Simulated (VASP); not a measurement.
# Pressure, energy and band gap of zinc-blende BP between −6 % and +6 % in volume, LDA

A boron phosphide layer in a power device, where it can serve to spread heat, is strained by its neighbours as the temperature changes. To judge what that strain does, we need the stiffness of the crystal and the response of its gap. We treat the simplest part of the problem, an even change of volume in the bulk crystal, and ask how pressure, energy and gap follow it. Seven static LDA cells are compared. Volume is measured from the fitted equilibrium of 11.32 Å³ per atom, energy from the lowest point of the series, and pressure is positive under compression. A layer held only in its plane also changes shape, which even scaling leaves out.

## Systems and settings

A cell from a diffraction database, relaxed at this level and then scaled evenly, fractional positions kept. VASP 6.6.1, plane waves with PAW, LDA, cutoff 420 eV, k mesh 10×10×10, no spin polarisation, no spin-orbit coupling, static lattice. A Birch-Murnaghan fit to the energies has its minimum at 11.32 Å³ per atom.

Notes on method and selection:

- The pressure is that of a finite plane-wave basis, so it need not vanish exactly at the minimum of the energy.
- Only series whose fit has its minimum inside the range and an error under 0.5 meV per atom are shown.
- Where rows or columns differ in functional or spin-orbit coupling, non-spherical gradient terms in the PAW spheres (LASPH) may be on in some and off in others.
- Runs that did not converge, have known faults or may not be shown are not listed, and runs on Ansatz's PAW sets soft_1 and soft_2 are kept to separate tables.

Columns:

- volume change (%): volume relative to the fitted equilibrium volume.
- pressure (GPa): pressure from the stress tensor (positive: compressed).
- energy (meV/atom): energy per atom above the lowest point of the series.
- gap (eV): smallest gap on the k mesh.

Input lines of one member:

```
PREC = Accurate
ENCUT = 420
EDIFF = 1E-06
NELM = 100
ISMEAR = 0
SIGMA = 0.05
LREAL = .FALSE.
ALGO = Normal
GGA = CA
NBANDS = 10
LORBIT = 11
KPAR = 2
ISIF = 2
```

Command (options for logging and memory left out): `mpirun -np 2 vasp_std`

## Results

| member | volume change (%) | pressure (GPa) | energy (meV/atom) | gap (eV) |
| --- | --- | --- | --- | --- |
| 10.64 Å³ | −6.01 | 12.16 | 24.7 | 1.077 |
| 10.86 Å³ | −4.01 | 7.71 | 10.6 | 1.102 |
| 11.09 Å³ | −2.01 | 3.66 | 2.6 | 1.126 |
| 11.31 Å³ | −0.01 | −0.02 | 0.0 | 1.150 |
| 11.54 Å³ | 1.99 | −3.36 | 2.4 | 1.173 |
| 11.77 Å³ | 3.99 | −6.40 | 9.3 | 1.196 |
| 11.99 Å³ | 5.99 | −9.16 | 20.2 | 1.218 |

Least-squares fits to the whole series, with x = volume change (%); R² and errors in the fitted variable (y, or ln y where the fit is in ln y):

| y | members | fit | R² | rms residual | leave-one-out rms | the same for the mean of the others |
| --- | --- | --- | --- | --- | --- | --- |
| pressure (GPa) | 7 | y = −0.037234 − 1.7706 x + 0.042202 x² | 1.00 | 0.029 | 0.078 | 8.3 |
| energy (meV/atom) | 7 | y = −0.007610 − 0.2786 x + 0.6235 x² | 1.00 | 0.46 | 1.2 | 10 |

## What drives the series

From the smallest cell to the largest, the pressure falls from 12.16 to −9.16 GPa and the gap widens from 1.077 to 1.218 eV. The energy rises on both sides of equilibrium, more steeply under compression.

A model with three parameters follows from three assumptions.

First, the energy per atom is a smooth function of volume with its minimum at V₀. Symmetry fixes both atoms in the cell, so even scaling leaves no internal relaxation to add. With s = (V − V₀)/V₀, the linear term vanishes at the minimum.

Second, the stiffness is constant, so the expansion stops at the square:

E = ½ B V₀ s²

The pressure is the negative slope of energy against volume. Since ds/dV = 1/V₀,

P = −dE/dV = −B s

One bulk modulus B therefore sets both the pressure and the energy.

Third, each band edge moves in proportion to the volume change. The gap joins the same two k points in all seven cells, so no change of valley interrupts the line. With x = 100 s, the volume change in per cent,

gap = G₀ + g x

The parameters are B, G₀ and g; V₀ is taken from the printed fit.

The sign of g depends on which conduction valley is lowest. The tabled gap is indirect, from Γ to a valley away from Γ, and it widens on expansion. The direct gap at Γ shrinks. In the usual picture of tetrahedral semiconductors, longer bonds reduce the splitting between bonding and antibonding states, which lowers the antibonding conduction state at Γ relative to the valence top. The outer valley is less antibonding between nearest neighbours, so it need not follow. This accounts for the contrast between the two gaps but does not by itself fix the positive sign of g, which is read from the table. The columns give energies and not orbital character, so this explanation rests on the general picture.

## Fixing and testing the model

We fix the model on 11.09 Å³ and 11.54 Å³, which lie almost evenly about equilibrium.

- B: (3.66 + 3.36) / (1.99 + 2.01) = 1.755 GPa per %, or 1.755 × 100 = 175.5 GPa.
- g: (1.173 − 1.126) / (1.99 + 2.01) = 0.01175 eV per %.
- G₀: 1.126 + 0.01175 × 2.01 = 1.1496 eV.
- Energy factor, with 1 GPa·Å³ = 6.24 meV: 0.5 × 175.5 × 11.32 × 6.24 / 10000 = 0.620 meV per atom per %².

**10.64 Å³**
- Pressure: 1.755 × 6.01 = 10.55 GPa; table 12.16.
- Energy: 0.620 × 6.01² = 22.4 meV per atom; table 24.7.
- Gap: 1.1496 − 0.01175 × 6.01 = 1.079 eV; table 1.077.

**10.86 Å³**
- Pressure: 1.755 × 4.01 = 7.04 GPa; table 7.71.
- Energy: 0.620 × 4.01² = 10.0 meV per atom; table 10.6.
- Gap: 1.1496 − 0.01175 × 4.01 = 1.102 eV; table 1.102.

**11.77 Å³**
- Pressure: −1.755 × 3.99 = −7.00 GPa; table −6.40.
- Energy: 0.620 × 3.99² = 9.9 meV per atom; table 9.3.
- Gap: 1.1496 + 0.01175 × 3.99 = 1.196 eV; table 1.196.

**11.99 Å³**
- Pressure: −1.755 × 5.99 = −10.51 GPa; table −9.16.
- Energy: 0.620 × 5.99² = 22.2 meV per atom; table 20.2.
- Gap: 1.1496 + 0.01175 × 5.99 = 1.220 eV; table 1.218.

## Members off the line

The linear pressure law fails with the same sign at both ends. The table lies above it by 12.16 − 10.55 = 1.61 GPa at 10.64 Å³ and by 10.51 − 9.16 = 1.35 GPa at 11.99 Å³. The energy departs with opposite signs, by +2.3 and −2.0 meV per atom.

Both patterns come from the assumption of constant stiffness. The crystal stiffens when compressed and softens when expanded, which adds a positive term in x² to the pressure. The printed fit gives its size at the small end as 0.042202 × 6.01² = 1.52 GPa, close to the departure found. In the energy the same effect is a cubic term, which changes sign with x.

The printed parabola for the energy has no cubic term and makes up for it with a linear one. Its minimum is thereby displaced to 0.2786 / (2 × 0.6235) = 0.22 %, which is an artefact of the fitted form and not a second equilibrium volume.

The gap misses by at most 0.002 eV. The line lies above the table at both ends, which points to a slight curvature: the gap changes by 1.102 − 1.077 = 0.025 eV over the first step in volume and by 1.218 − 1.196 = 0.022 eV over the last.

## Conclusions and limits

Over the seven volumes from −6.01 % to +5.99 %, the model has an rms miss of 0.87 GPa in pressure, 1.2 meV per atom in energy and 0.001 eV in gap. The rms scatter of the tabled values about their own mean is roughly 7.1 GPa, 8.7 meV per atom and 0.047 eV. The straight line is thus sufficient for the gap, while the pressure needs its quadratic term towards the ends of the range. As for the two quantities sought at the start, the bulk modulus near equilibrium is 175.5 GPa, and the gap widens by about 0.012 eV for each per cent of added volume.

The largest omission concerns the gap itself. LDA commonly makes semiconductor gaps too small by roughly 0.5 to 1 eV, several times the whole spread of the column, 1.218 − 1.077 = 0.141 eV. Much of that error is usually a common shift, so the slope with volume is more useful than the absolute gap.

[Logs are printed without paths, hosts, clocks, repeated set-up lines and the standing remarks that a program may print on its own settings, such as how far it seeks lower states.]
